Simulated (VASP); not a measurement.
Calculation: PBEsol GGA, VASP's PBE PAW potentials (set 64) (plane waves; VASP).

VASP ran on this input.

**INCAR**
```
SYSTEM = GaN
PREC = Accurate
ENCUT = 520
EDIFF = 1E-6
NELM = 100
ALGO = Normal
LREAL = .FALSE.
LASPH = .TRUE.
ISMEAR = 0
SIGMA = 0.05
GGA = PS
LMAXMIX = 4
LWAVE = .FALSE.
LCHARG = .FALSE.
ISIF = 2
```

### POSCAR
```
GaN
1
    0.0000000000     2.2600000000     2.2600000000
    2.2600000000     0.0000000000     2.2600000000
    2.2600000000     2.2600000000     0.0000000000
Ga N
1 1
Direct
  0.0000000000   0.0000000000   0.0000000000
  0.2500000000   0.2500000000   0.2500000000
```

**KPOINTS**
```
Automatic mesh
0
Gamma
9 9 9
0 0 0
```

POTCAR, in this order: Ga_d N (PBE.64 set). Program: vasp_std.

Problem. What will the output report for the number of irreducible k-points (NKPTS), number of bands (NBANDS), largest plane-wave count, number of space-group operations, FFT grid (NGX, NGY, NGZ)?

Solution. 
```yaml
number of irreducible k-points (NKPTS): 35
number of bands (NBANDS): 13
largest_plane_wave_count: 634
number_of_space_group_operations: 24
FFT grid (NGX, NGY, NGZ): 24 × 24 × 24
```

The compound is GaN in the zinc blende structure, a metastable form; wurtzite is the usual one. The cell was not relaxed at this level. The run is one of a series of settings (GGA = PS against the base run), some of them coarse on purpose.
